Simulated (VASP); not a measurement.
Level of theory: PBEsol GGA, VASP's PBE PAW potentials (set 64) (plane waves; VASP).

Input for VASP

**KPOINTS**
```
k-points along high-symmetry lines
10
Line-mode
Reciprocal
  0.000000   0.000000   0.000000 ! GAMMA
  0.500000   0.000000   0.000000 ! M

  0.500000   0.000000   0.000000 ! M
  0.333333   0.333333   0.000000 ! K

  0.333333   0.333333   0.000000 ! K
  0.000000   0.000000   0.000000 ! GAMMA

  0.000000   0.000000   0.000000 ! GAMMA
  0.000000   0.000000   0.500000 ! A

  0.000000   0.000000   0.500000 ! A
  0.500000   0.000000   0.500000 ! L

  0.500000   0.000000   0.500000 ! L
  0.333333   0.333333   0.500000 ! H

  0.333333   0.333333   0.500000 ! H
  0.000000   0.000000   0.500000 ! A

  0.500000   0.000000   0.500000 ! L
  0.500000   0.000000   0.000000 ! M

  0.333333   0.333333   0.500000 ! H
  0.333333   0.333333   0.000000 ! K
```

POSCAR:
```
CaAlSiH
1
    4.1287741108     0.0000000000     0.0000000000
   -2.0643870554     3.5756235285     0.0000000000
    0.0000000000     0.0000000000     4.5244910725
Ca Al Si H
1 1 1 1
Direct
  0.0000000000   0.0000000000   0.0051065991
  0.6666670000   0.3333330000   0.4642136185
  0.3333330000   0.6666670000   0.5642965058
  0.6666670000   0.3333330000   0.0730832766
```

INCAR:
```
# general
SYSTEM = CaAlSiH
PREC   = Accurate
ENCUT  = 400
LREAL  = .False.
LASPH  = .True.
ICHARG = 11

# electronic loop
EDIFF  = 1E-7
NELM   = 100
ALGO   = Normal

# smearing
ISMEAR = 0
SIGMA  = 0.05

# functional
GGA    = PS

# output
LWAVE  = .False.
LCHARG = .False.
LORBIT = 11
```

POTCAR, in this order: Ca_sv Al Si H (PBE.64 set). Program: vasp_std. Read from the step before: CHGCAR.

The resulting files:

File OSZICAR:
```
       N       E                     dE             d eps       ncg     rms          rms(c)
DAV:   1     0.758354404995E+02    0.75835E+02   -0.70686E+03  2340   0.101E+03
DAV:   2    -0.128062096590E+02   -0.88642E+02   -0.86632E+02  2740   0.244E+02
DAV:   3    -0.159756911292E+02   -0.31695E+01   -0.30794E+01  3873   0.414E+01
DAV:   4    -0.160929781779E+02   -0.11729E+00   -0.11714E+00  3422   0.689E+00
DAV:   5    -0.160952307393E+02   -0.22526E-02   -0.22524E-02  3604   0.900E-01
DAV:   6    -0.160952676178E+02   -0.36878E-04   -0.36877E-04  3233   0.116E-01
DAV:   7    -0.160952683920E+02   -0.77422E-06   -0.77450E-06  3681   0.163E-02
DAV:   8    -0.160952684073E+02   -0.15297E-07   -0.15670E-07  2659   0.234E-03
   1 F= -.16095268E+02 E0= -.16095200E+02  d E =-.136012E-03
```

### OUTCAR
```
 val. band max:        5.3566055760   @ k =   0.0000   0.0000   0.5000

 cond. band min:       5.5115580434   @ k =   0.5000   0.0000   0.2222



 k-point     1 :       0.0000    0.0000    0.0000
  band No.  band energies     occupation
      1     -35.5906      2.00000
      2     -16.7611      2.00000
      3     -16.6559      2.00000
      4     -16.6559      2.00000
      5      -4.9599      2.00000
      6       0.8249      2.00000
      7       3.3839      2.00000
      8       4.0964      2.00000
      9       4.0965      2.00000
     10       6.5706      0.00000
     11       7.6558      0.00000
     12       7.6558      0.00000
     13       8.7159      0.00000

 k-point     2 :       0.0556    0.0000    0.0000
  band No.  band energies     occupation
      1     -35.5904      2.00000
      2     -16.7607      2.00000
      3     -16.6587      2.00000
      4     -16.6565      2.00000
      5      -4.9255      2.00000
      6       0.8046      2.00000
      7       3.4005      2.00000
      8       3.9051      2.00000
      9       4.0567      2.00000
     10       6.7409      0.00000
     11       7.5249      0.00000
     12       7.7045      0.00000
     13       8.7147      0.00000

 k-point     3 :       0.1111    0.0000    0.0000
  band No.  band energies     occupation
      1     -35.5900      2.00000
      2     -16.7596      2.00000
      3     -16.6668      2.00000
      4     -16.6582      2.00000
      5      -4.8228      2.00000
      6       0.7323      2.00000
      7       3.4311      2.00000
      8       3.5022      2.00000
      9       3.9489      2.00000
     10       6.8026      0.00000
     11       7.6001      0.00000
     12       7.8311      0.00000
     13       8.6587      0.00000

 k-point     4 :       0.1667    0.0000    0.0000
  band No.  band energies     occupation
      1     -35.5892      2.00000
      2     -16.7578      2.00000
      3     -16.6792      2.00000
      4     -16.6608      2.00000
...
```

The density is held fixed in this step, so its total energy and stress have no physical meaning.

The structure comes from a computed database's CaAlSiH entry (P3m1); how it stands against other phases isn't given here. It was relaxed first.
